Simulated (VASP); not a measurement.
CaB2: changing the strain (εxy = 0.5 s)

```xyz
3
Lattice="1.7315 0.9997 5.4435 -1.7315 0.9997 5.4435 0.0000 -1.9993 5.4435" Properties=species:S:1:pos:R:3 pbc="T T T"
Ca    0.0000    0.0000    0.0000
B     0.0000    0.0000    7.3670
B     0.0000    0.0000    8.9635
```

The cell comes from a database or a generator and needn't be the stable form of this composition.

Kept alike: task single point; functional PBE; k mesh 9 × 9 × 9; occupations fermi-dirac, width 0.05 eV; no spin polarisation. Program: VASP, PBE PAW files B, Ca_sv, 520 eV. The mesh is that of the run's cell of 3 atoms. No spin-orbit coupling.

```csv
s,stress xy (GPa),free energy over the lowest row (meV/atom)
-0.04,0.63,1.51
-0.02,0.32,0.38
-0.01,0.16,0.09
0,0.00,0.00
0.01,-0.16,0.09
0.02,-0.32,0.38
```

Stress is positive in compression; the values hold the error of the finite cutoff, so their zero can differ a little from the energy's minimum. The cell shown is the unstrained one; x, y and z are its Cartesian axes; atoms keep their fractions. For a metal such a mesh leaves the last digits unconverged. Shear stress takes the same sign, opposite to σ = Cε, so its slope is minus the stiffness.

Q: What does the strain (εxy = 0.5 s) change here?

A: The stress xy falls from 0.63 to -0.32 GPa between -0.04 and 0.02. A parabola through the five rows nearest s = 0 has a slope of -16 GPa per unit of s at s = 0, so the stiffness that links it to this strain is about 16 GPa; the fractions stay fixed. The free energy is lowest at 0, and 1.51 meV an atom higher at -0.04.
